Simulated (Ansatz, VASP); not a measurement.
# Cross-check of MgRh between VASP and Ansatz, part 2 of 2

Wanted: the spread between two codes on one cell, functional and k mesh. The cell is taken from a series of runs on this material, whose earlier steps may have relaxed, scaled, displaced or heated it; both programs get it as it stands.

VASP 6.6.1 and Ansatz 0.2.0.

So far: The structure; VASP: zone-centre phonons, PBEsol.

## 3. Ansatz: zone-centre phonons, PBEsol

Level of this step: Ansatz beside VASP: Kohn-Sham DFT, plane waves, PBEsol (Ansatz).

Ansatz runs on its default PAW (the set named soft_2) files.

The same cell, functional, mesh and smearing now go to Ansatz, which takes its cutoff from its data sets.

Contents of input.yaml:

```yaml
crystal:
  lattice:
    - [3.0831309434, 0.0, 0.0]
    - [0.0, 3.0831309434, 0.0]
    - [0.0, 0.0, 3.0831309434]
  atoms:
    - { symbol: Mg, position: [0.0, 0.0, 0.0] }
    - { symbol: Rh, position: [0.5, 0.5, 0.5] }
kpoints:
  mp_grid: { grid: [16, 16, 16] }
hamiltonian:
  xc: pbesol
scf:
  occupations: { method: fermi_dirac, width: 0.1 }
output:
  eigenvalues: true
phonons:
  method: dfpt
  qpoints:
    - [0, 0, 0]
    - [0.0, 0.0625, 0.0]
    - [0.0, 0.1875, 0.0]
    - [0.0, 0.3125, 0.0]
    - [0.0, 0.4375, 0.0]
```

Command:

```
$ ansatz run input.yaml --threads 4 --pin off --max-ram 8192MiB --backend cpu --events-out ev --progress --plain --runs-dir out
```

Numbers of over 12 decimals in the logs are rounded to 6 here.

The log of the run:

```text
Engine: ansatz 0.2.0, aarch64-unknown-linux-gnu
Pseudopotentials: kind: paw
Pseudopotential: Mg, paw, valence charge 10, recommended cutoff 420 eV (normal), Mg.paw.azcp
Pseudopotential: Rh, paw, valence charge 17, recommended cutoff 420 eV (normal), Rh.paw.azcp
Functional definition: PBEsol
  exchange = pbesol_x
  correlation = pbesol_c
Crystal: 2 atoms, lattice volume = 29.307 Å³
Basis set: ecut = 420 eV, 587 PW (Γ), exchange–correlation on 48×48×48 points (8 copies of the dense FFT grid, shifted against one another)
Bands: 18, of which v1, the nominal top of the filled ones, is band 14 counted from 1 (13 counted from 0)
Symmetry: 48 space group operations
k-points: 165 of 4096
Non-local potential: Mg, projectors of the file, l = 0: 3, l = 1: 2, l = 2: 1
Non-local potential: Rh, projectors of the file, l = 0: 3, l = 1: 2, l = 2: 2, l = 3: 1
PAW form: soft (Blöchl's): semilocal exchange-correlation on the pseudo side does not see the compensation charge
PAW frozen core: Mg, regenerated for the run's functional, and the local potential with it (the file was generated under x = pbe(κ = 0.804, μ = 0.219515), c = pbe(β = 0.066725))
PAW frozen core: Rh, regenerated for the run's functional, and the local potential with it (the file was generated under x = pbe(κ = 0.804, μ = 0.219515), c = pbe(β = 0.066725))
PAW one-centre angular grid: Mg, 110 points (default); XC on 64 Gauss nodes
PAW one-centre angular grid: Rh, 590 points (default); XC on 64 Gauss nodes
Initial density: superposition of atomic densities (neutral atoms: chi_scale 0, normalization atom), corrected by the library's trained network
Initial wavefunctions: pseudopotential atomic-orbital guess
Functional: x = pbesol(κ = 0.804, μ = 0.123457), c = pbesol(β = 0.046)
SCF iter   1: F=—  HF=-8251.580759 eV  |F-HF|=—  |Δ(HF+E_count)|=         —  Δρ=6.34e-3  dr2=1.01e-2  ethr=1.77e-3  ⟨swp⟩=5.0  Hψ=12837  notcnv=0
preconditioner: auto → none  [metal: Δε(μ)=0.017 eV  Ē_g=9.063 eV  σ=0.100 eV  W_gap=0.04  n_scr=6 (ndim 8)  ℏωp=22.7 eV  f_vac=0.000  D(μ)=1.38/eV (n_scr^D=18)  sad-step TF]
SCF iter   2: F=—  HF=-8251.579844 eV  |F-HF|=—  |Δ(HF+E_count)|=   9.16e-4  Δρ=3.24e-3  dr2=2.84e-3  ethr=3.74e-5  ⟨swp⟩=2.4  Hψ=5272  notcnv=0
SCF iter   3: F=—  HF=-8251.579201 eV  |F-HF|=—  |Δ(HF+E_count)|=   6.43e-4  Δρ=3.21e-4  dr2=1.54e-5  ethr=1.05e-5  ⟨swp⟩=2.1  Hψ=3709  notcnv=0
SCF iter   4: F=—  HF=-8251.579191 eV  |F-HF|=—  |Δ(HF+E_count)|=   9.95e-6  Δρ=6.90e-5  dr2=9.77e-7  ethr=5.70e-8  ⟨swp⟩=2.6  Hψ=5065  notcnv=0
SCF iter   5: F=—  HF=-8251.579195 eV  |F-HF|=—  |Δ(HF+E_count)|=   3.88e-6  Δρ=1.69e-5  dr2=3.59e-8  ethr=3.62e-9  ⟨swp⟩=2.2  Hψ=4950  notcnv=0
SCF iter   6: F=—  HF=-8251.579195 eV  |F-HF|=—  |Δ(HF+E_count)|=   1.40e-8  Δρ=2.46e-6  dr2=1.49e-9  ethr=1.33e-10  ⟨swp⟩=2.6  Hψ=4483  notcnv=0
SCF iter   7: F=—  HF=-8251.579195 eV  |F-HF|=—  |Δ(HF+E_count)|=  5.46e-12  Δρ=2.10e-7  dr2=1.47e-11  ethr=5.53e-12  ⟨swp⟩=2.4  Hψ=4938  notcnv=0
SCF iter   8: F=-8251.579195 eV  HF=-8251.579195 eV  |F-HF|=3.64e-12  |Δ(HF+E_count)|=  1.82e-12  Δρ=1.43e-8  dr2=4.64e-14  ethr=1.00e-12  ⟨swp⟩=5.2  Hψ=11367  notcnv=0
SCF 1 converged in 8 iterations: F = -8251.579195 eV  dr2 = 4.64e-14
  greatest PAW one-centre occupation: 1.000 electrons in one spin orbital (limit 2), on the Mg atom at site 0 (counted from 0), in its partial waves of l = 0
NSCF: frozen V_eff on 165 k-points
WARN: eigensolver did not converge in 6 slots of this pass, the one above among them; of largest residual over every band (k=42): 1 band(s) unlocked (lowest unlocked band 17, counted from 0; max residual 2.71e-4 eV among the unlocked bands, 2.71e-4 eV over every band); of lowest unlocked band (k=39): band 17
NSCF: frozen V_eff on 405 k-points
DFPT response loops at q = (0, 0, 0) (fractional): preconditioner auto → Kerker (q_TF=auto, 2.691 Å⁻¹) (partly filled bands, converged f_vac=0.000); β = 1.00, the filter's whole step (`scf.mixing.beta` (0.50) is not read by the response loops under this deck's `scf.mixing.preconditioner`; to damp them name `kerker` or `kerker_dos`, under which they read `scf.mixing.beta`, and type it under 1.00, their step now; both keys bind the ground state too); Broyden in place of MSR1
NSCF: frozen V_eff on 2592 k-points
DFPT response loops at q = (0, 0.0625, 0) (fractional): mixed as the last ones told, above
NSCF: frozen V_eff on 2592 k-points
DFPT response loops at q = (0, 0.1875, 0) (fractional): mixed as the last ones told, above
NSCF: frozen V_eff on 2592 k-points
DFPT response loops at q = (0, 0.3125, 0) (fractional): mixed as the last ones told, above
NSCF: frozen V_eff on 2592 k-points
DFPT response loops at q = (0, 0.4375, 0) (fractional): mixed as the last ones told, above
SCF converged after 8 iterations
Free energy (F): -8251.579195 eV
Harris-Foulkes:  -8251.579195 eV  (|F-HF|=3.64e-12)
Internal energy: -8251.533934 eV  (E = F + TS)
E sigma→0 (E₀):  -8251.556564 eV
Entropy (-TS):   -0.045262 eV (-22.631 meV/atom)
Fermi energy:    14.073973 eV
--- Per-component energies (eV) ---
  E_band       = -458.109537
  E_kinetic    = 653.603255
  E_local      = -3229.896244  (includes V_loc(G=0)·N_el)
  E_nonlocal   = 455.427924
  E_hartree    = 1139.229009
  E_xc         = -250.300567
  E_vxc        = -316.491437  (∫ρ·V_xc dr)
  E_paw        = -3805.798552  (= ΣΔE_a)
  E_vpaw       = -299.211914  (= ΣTr[D̂ρ^β])
  E_aug_tail   = 0.000850  (compensation charges beyond the density's cutoff)
  E_ewald      = -3214.134671
  E_core_change = 0.335062  (= ΣΔE_core)
  E_smearing   = -0.045262  (= −TS)
  E_closure    = 0.000000  (closes the sum)
  Σ components = -8251.579195   (vs F -8251.579195, Δ=0.00e0)
--- Band table (eV; the first three rows and the last of 165) ---
  k-point 0: bands = [... 10 lower, 11.0759, 13.8602, 13.8602, 13.8602, 22.4413, 22.4413, 22.4413, 25.6210]
  k-point 1: bands = [... 10 lower, 11.1094, 13.8115, 13.8115, 13.8656, 21.8995, 22.5456, 22.5456, 25.5235]
  k-point 2: bands = [... 10 lower, 11.2041, 13.6775, 13.6775, 13.8810, 20.7865, 22.8450, 22.8450, 25.2516]
  k-point 164: bands = [... 10 lower, 10.8871, 14.8160, 14.8160, 18.6566, 18.6566, 18.6566, 21.6451, 23.3362]
--- Phonons (Γ-DFPT): 2 representative perturbations + reference (Σ response iterations 7) ---
  ASR residual: 6.808e-5 → 0.000e0 eV/Å²; symmetrization residual: 4.352e-8 eV/Å²
  ASR residual per site (eV/Å²): 1.30e-6 6.81e-5
  Γ frequencies (cm⁻¹): 0.00 0.00 0.00 286.21 286.21 286.21
  non-analytic LO–TO correction: not included (Born effective charges unavailable; polar crystals: no LO–TO splitting at Γ)
--- Phonons (arbitrary-q DFPT): 5 explicit q-points ---
  q = [0, 0, 0] (of the zone-centre solve; hermiticity 1.47e-8, symmetrization 2.03e-12): -0.00 -0.00 0.00 286.21 286.21 286.21
  q = [0, 0.0625, 0] (4 solved perturbations in 4032 linear systems a pass and spin channel, the states on 1296 of 4096 k-point pairs; hermiticity 1.69e-7, symmetrization 3.77e-11): 22.82 22.82 33.41 285.46 285.46 287.20
  q = [0, 0.1875, 0] (4 solved perturbations in 4032 linear systems a pass and spin channel, the states on 1296 of 4096 k-point pairs; hermiticity 3.58e-7, symmetrization 7.21e-12): 66.93 66.93 87.98 279.71 279.71 295.94
  q = [0, 0.3125, 0] (4 solved perturbations in 4032 linear systems a pass and spin channel, the states on 1296 of 4096 k-point pairs; hermiticity 4.08e-7, symmetrization 1.01e-11): 106.37 106.37 121.92 269.74 269.74 312.53
  q = [0, 0.4375, 0] (4 solved perturbations in 4032 linear systems a pass and spin channel, the states on 1296 of 4096 k-point pairs; hermiticity 3.91e-7, symmetrization 2.71e-12): 134.16 134.16 139.12 260.11 260.11 325.98
  sum rule: each row above includes the acoustic sum rule's correction from the zone centre's row sums; it moved no ω² by more than (0.42 cm⁻¹)²
```

## 4. Side by side

Known differences besides the potentials themselves: the data sets hold 27 valence electrons in Ansatz (on its default PAW (the set named soft_2) files) and 17 in VASP; the cutoff is 420 eV in Ansatz and 600 eV in VASP; Ansatz makes its cores anew for this functional, VASP keeps those of its PBE data sets. Total energies have different zeros and are not compared.

Compared:

| quantity | Ansatz | VASP | difference |
| --- | --- | --- | --- |
| optical mode 1 to 3 (cm⁻¹) | 286.2 | 287.9 | -0.57 % |

Modes are paired by rising frequency, not by their patterns, so a pair may set unlike modes beside each other; they are those without the splitting of longitudinal modes.

## 5. What came out

```json
{"r.m.s. difference of the optical zone-centre modes, each program's sorted by frequency (zone-centre phonons, PBEsol)": "1.6 cm⁻¹", "difference in optical mode 1 to 3 (zone-centre phonons, PBEsol)": "-0.6 %"}
```

**Reading.** The r.m.s. difference of the optical zone-centre modes, each program's sorted by frequency is 1.6 cm⁻¹ (zone-centre phonons, PBEsol). The data sets hold unlike numbers of valence electrons (27 in Ansatz and 17 in VASP), so part of the differences comes from the potentials. Among the rows given in per cent, the largest difference of the zone-centre phonons, PBEsol pair is in optical mode 1 to 3, -0.6 %. 1 further run of this series is not shown here. How closely two codes agree says nothing of how well the functional describes the real material.

[Lines on the potential files, build, host, timing and source positions are cut from VASP's logs without a mark.]

[Logs are printed without paths, hosts, clocks, repeated set-up lines and the standing remarks that a program may print on its own settings, such as how far it seeks lower states.]

[Hosts, paths, dates, database ids (printed as entryN), source tags and the programs' standing remarks are cut or masked in the printed files.]
